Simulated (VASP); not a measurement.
# LaPb3 (Pm-3m) in VASP: electric field gradients with LDA

Aim: the electric field gradients of LaPb3 with LDA.

All numbers are computed with VASP 6.6.1; they aren't measurements. Logs are shortened: lines on timing, memory, paths and dates and some standing lists are left out, and cuts for length are marked.

**1. Starting point**

The structure is cubic, space group Pm-3m (No. 221). The conventional cell has a = 4.948 Å, b = 4.948 Å, c = 4.948 Å, α = 90.00°, β = 90.00°, γ = 90.00°. La (site symmetry m-3m) is surrounded by 12 Pb at 3.50 Å. Around Pb (site symmetry 4/mmm) lie 4 La at 3.50 Å and 8 Pb at 3.50 Å.

The cell comes from a database or a generator and needn't be the stable form of this composition.

**2. Electric field gradients, LDA**

INCAR

```
SYSTEM = LaPb3
PREC = Accurate
ENCUT = 520
EDIFF = 1E-8
ISMEAR = -1
SIGMA = 0.08
LREAL = .FALSE.
LASPH = .TRUE.
NELM = 100
ALGO = Normal
ISIF = 2
LWAVE = .FALSE.
LCHARG = .FALSE.
GGA = CA
LEFG = .TRUE.
NBANDS = 34
```

KPOINTS

```
regular mesh
0
G
  7 7 7
  0 0 0
```

POSCAR

```
LaPb3
1.0
    4.9483163100      0.0000000000      0.0000000000
    0.0000000000      4.9483163100      0.0000000000
    0.0000000000      0.0000000000      4.9483163100
La Pb
1 3
Direct
    0.0000000000      0.0000000000      0.0000000000
    0.0000000000      0.5000000000      0.5000000000
    0.5000000000      0.5000000000      0.0000000000
    0.5000000000      0.0000000000      0.5000000000
```

Potentials or basis: VASP PAW LDA potentials, release 64 (La, Pb_d).

On the command line:

```console
$ cat potpaw_LDA.64/La/POTCAR potpaw_LDA.64/Pb_d/POTCAR > POTCAR
$ mpirun -np 1 vasp_std > vasp.out
```

OUTCAR:

```text
SYSTEM = LaPb3
   PREC = Accurate
   ENCUT = 520
   EDIFF = 1E-8
   ISMEAR = -1
   LREAL = .FALSE.
   LASPH = .TRUE.
   NELM = 100
   ISIF = 2
   GGA = CA

 ion  position               nearest neighbor table
   1  0.000  0.000  0.000-   2 3.50   3 3.50   4 3.50   2 3.50   4 3.50   2 3.50   3 3.50   2 3.50
                             3 3.50   4 3.50   4 3.50   3 3.50
   2  0.000  0.500  0.500-   1 3.50   3 3.50   4 3.50   1 3.50   3 3.50   1 3.50   4 3.50   1 3.50
                             3 3.50   4 3.50   3 3.50   4 3.50
   3  0.500  0.500  0.000-   1 3.50   2 3.50   4 3.50   2 3.50   4 3.50   1 3.50   4 3.50   4 3.50
                             1 3.50   2 3.50   2 3.50   1 3.50
   4  0.500  0.000  0.500-   1 3.50   2 3.50   3 3.50   1 3.50   3 3.50   2 3.50   3 3.50   3 3.50
                             1 3.50   2 3.50   1 3.50   2 3.50

  LATTYP: Found a simple cubic cell.
 ALAT       =     4.9483163100

  Lattice vectors:

 A1 = (   4.9483163100,   0.0000000000,   0.0000000000)
 A2 = (   0.0000000000,   4.9483163100,   0.0000000000)
 A3 = (   0.0000000000,   0.0000000000,   4.9483163100)

Analysis of symmetry for initial positions (statically):
=====================================================================
 Subroutine PRICEL returns:
 Original cell was already a primitive cell.

 Routine SETGRP: Setting up the symmetry group for a
 simple cubic supercell.

 Subroutine GETGRP returns: Found 48 space group operations
 (whereof 48 operations were pure point group operations)
 out of a pool of 48 trial point group operations.

The static configuration has the point symmetry O_h .

Analysis of symmetry for dynamics (positions and initial velocities):
=====================================================================
 Subroutine PRICEL returns:
 Original cell was already a primitive cell.

 Routine SETGRP: Setting up the symmetry group for a
 simple cubic supercell.

 Subroutine GETGRP returns: Found 48 space group operations
 (whereof 48 operations were pure point group operations)
 out of a pool of 48 trial point group operations.

The dynamic configuration has the point symmetry O_h .

 Subroutine INISYM returns: Found 48 space group operations
 (whereof 48 operations are pure point group operations),
 and found     1 'primitive' translations

----------------------------------------------------------------------------------------

                                     Primitive cell

  volume of cell :     121.1637

  direct lattice vectors                    reciprocal lattice vectors
     4.948316310  0.000000000  0.000000000     0.202088940  0.000000000  0.000000000
     0.000000000  4.948316310  0.000000000     0.000000000  0.202088940  0.000000000
     0.000000000  0.000000000  4.948316310     0.000000000  0.000000000  0.202088940

  length of vectors
     4.948316310  4.948316310  4.948316310     0.202088940  0.202088940  0.202088940

  position of ions in fractional coordinates (direct lattice)
     0.000000000  0.000000000  0.000000000
     0.000000000  0.500000000  0.500000000
     0.500000000  0.500000000  0.000000000
     0.500000000  0.000000000  0.500000000

  ion indices of the primitive-cell ions
   primitive index   ion index
                 1           1
                 2           2
                 3           3
                 4           4

----------------------------------------------------------------------------------------

 KPOINTS: regular mesh

Automatic generation of k-mesh.
 Grid dimensions read from file:
 generate k-points for:    7    7    7

 Generating k-lattice:

  Cartesian coordinates                     Fractional coordinates (reciprocal lattice)
     0.028869849  0.000000000  0.000000000     0.142857143  0.000000000  0.000000000
     0.000000000  0.028869849  0.000000000     0.000000000  0.142857143  0.000000000
[... 40 lines left out ...]
   ions per type =               1   3
   NGX,Y,Z   is equivalent  to a cutoff of  13.44, 13.44, 13.44 a.u.
   NGXF,Y,Z  is equivalent  to a cutoff of  26.88, 26.88, 26.88 a.u.
 SYSTEM =  LaPb3
   PREC   = accura    normal or accurate (medium, high low for compatibility)
   ISTART =      0    job   : 0-new  1-cont  2-samecut
   ICHARG =      2    charge: 1-file 2-atom 10-const
   ISPIN  =      1    spin polarized calculation?
   LNONCOLLINEAR =      F non collinear calculations
   LSORBIT =      F    spin-orbit coupling
   LASPH  =      T    aspherical Exc in radial PAW
   ENCUT  =  520.0 eV  38.22 Ry    6.18 a.u.   9.20  9.20  9.20*2*pi/ulx,y,z
   NELM   =    100;   NELMIN=  2; NELMDL= -5     # of ELM steps
   EDIFF  = 0.1E-07   stopping-criterion for ELM
   LREAL  =      F    real-space projection
   EDIFFG = 0.1E-06   stopping-criterion for IOM
   NSW    =      0    number of steps for IOM
   IBRION =     -1    ionic relax: 0-MD 1-quasi-New 2-CG
   NFREE  =      0    steps in history (QN), initial steepest desc. (CG)
   ISIF   =      2    stress and relaxation
   ISYM   =      2    0-nonsym 1-usesym 2-fastsym
   POTIM  = 0.5000    time-step for ionic-motion
   TEBEG  =    0.0;   TEEND  =   0.0 temperature during run
   PSTRESS=    0.0 pullay stress
   NELECT =      53.0000    total number of electrons
   NUPDOWN=      -1.0000    fix difference up-down
   EMIN   =  10.00;   EMAX   =-10.00  energy-range for DOS
   EFERMI =   0.00;   METHOD = LEGACY
   ISMEAR =    -1;   SIGMA  =   0.08  broadening in eV -4-tet -1-fermi 0-gaus
   EFERMI_NEDOS =   21; number of points for ismear=-14 and -15
   IALGO  =     38    algorithm
   IMIX   =      4    mixing-type and parameters
     AMIX     =   0.40;   BMIX     =  1.00
     AMIX_MAG =   1.60;   BMIX_MAG =  1.00
  volume/ion in A,a.u.               =      30.29       204.41
  Fermi-wavevector in a.u.,A,eV,Ry     =   1.242728  2.348415 21.012461  1.544372
  Thomas-Fermi vector in A             =   2.377070
   LORBIT       =      0    0 simple, 1 ext, 2 COOP (PROOUT), +10 PAW based schemes
   GGA     = CA    functional components
   LHFCALC =     F    Hartree Fock is set to
   AEXX    =    0.0000 exact exchange contribution
   IVDW    =     0    specifies the selected vdW correction
   LEPSILON=     F    determine dielectric tensor
   LRPA    =     F    only Hartree local field effects (RPA)
 non-spin polarized calculation
  energy-cutoff  :      520.00
  volume of cell :      121.16
 maximum number of plane-waves:      3274
 NGX is ok and might be reduce to    40
   NGX = 19   NGY = 19   NGZ = 19

 number of electron      52.9999990 magnetization

 Free energy of the ion-electron system (eV)
  ---------------------------------------------------
  ext. energy  EPLUGINS =         0.00000000
  ---------------------------------------------------
  free energy    TOTEN  =       -20.32541819 eV

  energy without entropy =      -20.28491528  energy(sigma->0) =      -20.30516673

 E-fermi :   7.7806     XC(G=0): -10.5059

 val. band max:        7.7363678436   @ k =   0.2857   0.2857   0.1429
 cond. band min:       7.8645019962   @ k =   0.4286   0.0000   0.0000
 fundamental gap:      0.1281341526
 Fermi energy:         7.7806190930

 k-point     1 :       0.0000    0.0000    0.0000
  band No.  band energies     occupation
      1     -25.1377      2.00000
      2      -9.1807      2.00000
      3      -9.1807      2.00000
      4      -9.1807      2.00000
      5      -9.1665      2.00000
      6      -9.0253      2.00000
[... 729 lines left out ...]
     33       9.4226      0.00000
     34      10.4209      0.00000

------------------------ aborting loop because EDIFF is reached ----------------------------------------

  FORCE on cell =-STRESS in cart. coord.  units (eV):
  Direction    XX          YY          ZZ          XY          YZ          ZX
  --------------------------------------------------------------------------------------
  -------------------------------------------------------------------------------------
  Total       -2.7699810     -2.7699810     -2.7699810     -0.0000000      0.0000000     -0.0000000
  in kB      -36.6281524    -36.6281524    -36.6281524     -0.0000000      0.0000000     -0.0000000
  external PRESSURE =     -36.6281524 kB  Pullay stress =       0.0000000 kB

 VOLUME and BASIS-vectors are now :
 -----------------------------------------------------------------------------
  energy-cutoff  :      520.00
  volume of cell :      121.16
      direct lattice vectors                 reciprocal lattice vectors
     4.948316310  0.000000000  0.000000000     0.202088940  0.000000000  0.000000000
     0.000000000  4.948316310  0.000000000     0.000000000  0.202088940  0.000000000
     0.000000000  0.000000000  4.948316310     0.000000000  0.000000000  0.202088940

 POSITION                                       TOTAL-FORCE (eV/Angst)
 -----------------------------------------------------------------------------------
      0.00000      0.00000      0.00000         0.000000      0.000000      0.000000
      0.00000      2.47416      2.47416         0.000000      0.000000      0.000000
      2.47416      2.47416      0.00000         0.000000      0.000000      0.000000
      2.47416      0.00000      2.47416         0.000000      0.000000      0.000000
 -----------------------------------------------------------------------------------
    total drift:                               -0.000000     -0.000000     -0.000000

  FREE ENERGIE OF THE ION-ELECTRON SYSTEM (eV)
  ---------------------------------------------------
  free  energy   TOTEN  =       -20.3254181858 eV

  energy  without entropy=      -20.2849152784  energy(sigma->0) =      -20.30516673

 Electric field gradients (V/A^2)
---------------------------------------------------------------------
 ion       V_xx      V_yy      V_zz      V_xy      V_xz      V_yz
---------------------------------------------------------------------
   1       0.000     0.000    -0.000    -0.000     0.000    -0.000
   2     352.364  -176.182  -176.182    -0.000     0.000     0.000
   3    -176.182  -176.182   352.364     0.000     0.000    -0.000
   4    -176.182   352.364  -176.182     0.000     0.000    -0.000
---------------------------------------------------------------------

 Electric field gradients after diagonalization (V/A^2)
 (convention: |V_zz| > |V_xx| > |V_yy|)
----------------------------------------------------------------------
 ion       V_xx      V_yy      V_zz     asymmetry (V_yy - V_xx)/ V_zz
----------------------------------------------------------------------
   1       0.000     0.000    -0.000       0.447
   2    -176.182  -176.182   352.364       0.000
   3    -176.182  -176.182   352.364       0.000
   4    -176.182  -176.182   352.364       0.000
----------------------------------------------------------------------

           NMR quadrupolar parameters

 Cq : quadrupolar parameter    Cq=e*Q*V_zz/h
 eta: asymmetry parameters     (V_yy - V_xx)/ V_zz
 Q  : nuclear electric quadrupole moment in mb (millibarn)
----------------------------------------------------------------------
 ion       Cq(MHz)       eta       Q (mb)
----------------------------------------------------------------------
   1      -0.000       0.447       1.000
   2       0.852       0.000       1.000
   3       0.852       0.000       1.000
   4       0.852       0.000       1.000
----------------------------------------------------------------------
```

Wall time 2.7 min (1 thread of AMD EPYC 7R43 (Zen 3), shared host); peak memory 0.2 GiB.

What came out:

```
Free energy            : -20.3254 eV
Pressure               : -3.7 GPa
Band gap on the k mesh : none (metal or under the smearing width)
```

Levels at points of the mesh, in eV from the Fermi level:
| k point | band 22 | band 23 | band 24 | band 25 | band 26 | band 27 | band 28 | band 29 | band 30 | band 31 |
| --- | --- | --- | --- | --- | --- | --- | --- | --- | --- | --- |
| (0.00, 0.00, 0.00) | -6.90 | -2.30 | -2.30 | -2.30 | 0.72 | 0.72 | 0.72 | 1.52 | 1.54 | 1.60 |

Electric field gradients, principal values (V/Å²):
| atom | Vxx | Vyy | Vzz |
| --- | --- | --- | --- |
| 1 La | 0.000 | 0.000 | 0.000 |
| 2 Pb | -176.182 | -176.182 | 352.364 |
| 3 Pb | -176.182 | -176.182 | 352.364 |
| 4 Pb | -176.182 | -176.182 | 352.364 |
